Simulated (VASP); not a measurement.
LaC2, 3 atoms in the cell. Symmetry: I4/mmm, No. 139, tetragonal system. Conventional cell: a = 3.769 Å, b = 3.769 Å, c = 6.328 Å, α = 90.00°, β = 90.00°, γ = 90.00°. Around La (site symmetry 4/mmm) lie 10 C at 2.54 to 2.74 Å. Around C (site symmetry 4mm) lie 1 C at 1.26 Å.  The cell isn't the ideal one: a relaxed cell with its volume scaled by 0.91.

| Item | Value |
| --- | --- |
| Program | VASP 6.6.1 |
| Task | relaxation of shape and atoms at fixed volume |
| Functional | PBEsol |
| Potentials or basis | VASP PAW PBE potentials, release 64 (La, C) |
| Cutoff | 520 eV |
| k mesh | 16 × 16 × 16 |
| Occupations | gaussian, width 0.1 eV |
| Spin | no spin polarisation |
| Further INCAR settings | ALGO = Fast; EDIFF = 1e-07; IBRION = 2; EDIFFG = -0.002; NSW = 80; ISIF = 4 |

Potentials or basis: VASP PAW PBE potentials, release 64 (La, C).

Launch:

```bash
$ cat potpaw_PBE.64/La/POTCAR potpaw_PBE.64/C/POTCAR > POTCAR
$ mpirun -np 1 vasp_std > vasp.out
```

Hardware: 1 thread of Intel(R) Xeon(R) 6975P-C (Granite Rapids), with other jobs on the host.

Estimate the wall time of this run.

Run time: 31 min on 1 thread of Intel(R) Xeon(R) 6975P-C (Granite Rapids) (shared host), peak memory 0.5 GiB. Counts: scf iterations 300, k points 349, ion steps 9.
